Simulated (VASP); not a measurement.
Output of a VASP run:

**OSZICAR**
```
...
DAV:   2     0.163507388109E+03   -0.10586E+04   -0.10414E+04  2182   0.640E+02
DAV:   3    -0.839240714918E+02   -0.24743E+03   -0.24009E+03  3237   0.247E+02
DAV:   4    -0.105207650390E+03   -0.21284E+02   -0.21111E+02  3228   0.850E+01
DAV:   5    -0.106033512152E+03   -0.82586E+00   -0.82230E+00  3372   0.180E+01    0.514E+01
DAV:   6    -0.903291312357E+02    0.15704E+02   -0.87529E+01  3148   0.651E+01    0.389E+01
DAV:   7    -0.904031887696E+02   -0.74058E-01   -0.66141E+00  3356   0.188E+01    0.226E+01
DAV:   8    -0.903458479454E+02    0.57341E-01   -0.13776E+00  3084   0.739E+00    0.245E+00
DAV:   9    -0.902864588414E+02    0.59389E-01   -0.28451E-01  3071   0.313E+00    0.522E-01
DAV:  10    -0.902875778847E+02   -0.11190E-02   -0.58522E-02  3204   0.150E+00    0.719E-01
DAV:  11    -0.902865544682E+02    0.10234E-02   -0.87285E-03  3236   0.526E-01    0.144E-01
DAV:  12    -0.902866438201E+02   -0.89352E-04   -0.11648E-03  3484   0.192E-01    0.669E-02
DAV:  13    -0.902866474337E+02   -0.36135E-05   -0.21102E-04  3060   0.134E-01    0.371E-02
DAV:  14    -0.902866499208E+02   -0.24871E-05   -0.41405E-05  3196   0.599E-02    0.134E-02
DAV:  15    -0.902866494963E+02    0.42445E-06   -0.67044E-06  2708   0.168E-02
   1 F= -.90286649E+02 E0= -.90286649E+02  d E =-.902866E+02
       N       E                     dE             d eps       ncg     rms          rms(c)
DAV:   1    -0.902906434880E+02   -0.39936E-02   -0.22666E-01  2887   0.325E+00    0.608E-01
DAV:   2    -0.902876096989E+02    0.30338E-02   -0.13670E-02  2932   0.789E-01    0.215E-01
DAV:   3    -0.902870776378E+02    0.53206E-03   -0.15857E-03  3071   0.326E-01    0.578E-02
DAV:   4    -0.902870188418E+02    0.58796E-04   -0.26380E-04  3540   0.134E-01    0.550E-02
DAV:   5    -0.902870269937E+02   -0.81519E-05   -0.18294E-04  3202   0.706E-02    0.268E-02
DAV:   6    -0.902870194106E+02    0.75831E-05   -0.34599E-05  2924   0.383E-02    0.873E-03
DAV:   7    -0.902870192886E+02    0.12204E-06   -0.80122E-06  2732   0.154E-02
   2 F= -.90287019E+02 E0= -.90287019E+02  d E =-.369792E-03
       N       E                     dE             d eps       ncg     rms          rms(c)
DAV:   1    -0.902872630091E+02   -0.24360E-03   -0.12560E-02  2882   0.765E-01    0.142E-01
DAV:   2    -0.902870967045E+02    0.16630E-03   -0.74992E-04  2919   0.185E-01    0.507E-02
DAV:   3    -0.902870666677E+02    0.30037E-04   -0.88879E-05  3068   0.769E-02    0.136E-02
DAV:   4    -0.902870623636E+02    0.43040E-05   -0.14867E-05  3332   0.316E-02    0.130E-02
DAV:   5    -0.902870620515E+02    0.31212E-06   -0.10226E-05  2852   0.169E-02    0.636E-03
DAV:   6    -0.902870610028E+02    0.10487E-05   -0.10058E-06  1436   0.964E-03    0.462E-03
DAV:   7    -0.902870607803E+02    0.22252E-06   -0.14141E-06  1365   0.917E-03
   3 F= -.90287061E+02 E0= -.90287061E+02  d E =-.411284E-03
       N       E                     dE             d eps       ncg     rms          rms(c)
DAV:   1    -0.902870094532E+02    0.51550E-04   -0.12221E-01  2148   0.192E+00    0.131E-01
DAV:   2    -0.902873637517E+02   -0.35430E-03   -0.42981E-03  3244   0.505E-01    0.974E-02
DAV:   3    -0.902873399545E+02    0.23797E-04   -0.98125E-05  3385   0.789E-02    0.596E-02
DAV:   4    -0.902873264282E+02    0.13526E-04   -0.34208E-05  3316   0.449E-02    0.141E-02
DAV:   5    -0.902873267543E+02   -0.32609E-06   -0.96999E-06  2610   0.192E-02
   4 F= -.90287327E+02 E0= -.90287327E+02  d E =-.265974E-03
```

**OUTCAR**
```
------------------------ aborting loop because EDIFF is reached ----------------------------------------
  FORCE on cell =-STRESS in cart. coord.  units (eV):
  Direction    XX          YY          ZZ          XY          YZ          ZX
  --------------------------------------------------------------------------------------
  Total        0.0204107      0.0204107      0.0406982      0.0000004      0.0000000      0.0000000
  in kB        0.2545672      0.2545672      0.5075993      0.0000050      0.0000000      0.0000000
  external PRESSURE =       0.3389112 kB  Pullay stress =       0.0000000 kB
  volume of cell :      128.46
      direct lattice vectors                 reciprocal lattice vectors
     2.761607690  1.594415280  4.862399197     0.181053959  0.104531547  0.068553256
    -2.761607662  1.594415328  4.862399197    -0.181053957  0.104531550  0.068553256
    -0.000000028 -3.188829629  4.862399207    -0.000000002 -0.209063097  0.068553277
 POSITION                                       TOTAL-FORCE (eV/Angst)
 -----------------------------------------------------------------------------------
      0.00000      0.00000      5.29067         0.000000      0.000000      0.009325
      0.00000      0.00000      9.29653        -0.000000     -0.000000     -0.009325
     -0.89891     -1.83377      8.46978        -0.006584     -0.005377      0.014225
      2.03755      0.13841      8.46978         0.007949     -0.003013      0.014225
     -1.13864      1.69536      8.46978        -0.001365      0.008391      0.014225
      0.89891      1.83377      6.11742         0.006584      0.005377     -0.014225
     -2.03755     -0.13841      6.11742        -0.007949      0.003013     -0.014225
      1.13864     -1.69536      6.11742         0.001365     -0.008391     -0.014225
      0.00000      0.00000      2.14983        -0.000000     -0.000000     -0.002519
      0.00000      0.00000     12.43737         0.000000      0.000000      0.002519
 -----------------------------------------------------------------------------------
    total drift:                                0.000000      0.000000     -0.000000
  FREE ENERGIE OF THE ION-ELECTRON SYSTEM (eV)
  ---------------------------------------------------
  free  energy   TOTEN  =       -90.2873267543 eV

  energy  without entropy=      -90.2873267543  energy(sigma->0) =      -90.28732675

 reached required accuracy - stopping structural energy minimisation
```
(Selected blocks of OUTCAR.)

**POSCAR**
```
DyScO3
1
    2.7629210617     1.5951735712     4.8676154806
   -2.7629210469     1.5951735968     4.8676154806
   -0.0000000148    -3.1903461871     4.8676154909
Dy O Sc
2 6 2
Direct
  0.3627007716   0.3627007716   0.3627007716
  0.6372992284   0.6372992284   0.6372992284
  0.2267660431   0.5512052056   0.9637267085
  0.9637267085   0.2267660431   0.5512052056
  0.5512052056   0.9637267085   0.2267660431
  0.7732339569   0.4487947944   0.0362732915
  0.0362732915   0.7732339569   0.4487947944
  0.4487947944   0.0362732915   0.7732339569
  0.1473785593   0.1473785593   0.1473785593
  0.8526214407   0.8526214407   0.8526214407
```

Question: Write an INCAR and KPOINTS that could have produced this output.

Answer: One answer among several that fit: the input of the run itself, PBEsol GGA, plane waves, VASP's PBE PAW potentials (set 64).

**INCAR**
```
ALGO  =  Normal
EDIFF  =  1E-6
EDIFFG  =  -0.02
ENCUT  =  520
GGA  =  PS
IBRION  =  2
ISIF  =  3
ISMEAR  =  0
LASPH  =  .TRUE.
LCHARG  =  .FALSE.
LMAXMIX  =  6
LREAL  =  .FALSE.
LWAVE  =  .FALSE.
NELM  =  100
NSW  =  60
PREC  =  Accurate
SIGMA  =  0.05
SYSTEM  =  DyScO3
```

### KPOINTS
```
Automatic mesh
0
Gamma
5 5 5
0 0 0
```

POTCAR, in this order: Dy_3 O Sc_sv (PBE.64 set). Program: vasp_std.

The 4f electrons are frozen in the core of the lanthanide potential, so 4f levels, which can set the real gap, and their magnetism are missing.

The structure was generated: DyScO3 was put into the ilmenite type (R-3), which need not be its known phase. This run relaxes it. Symmetry was kept, so distortions that lower it aren't found. The start is the result of an earlier pass.
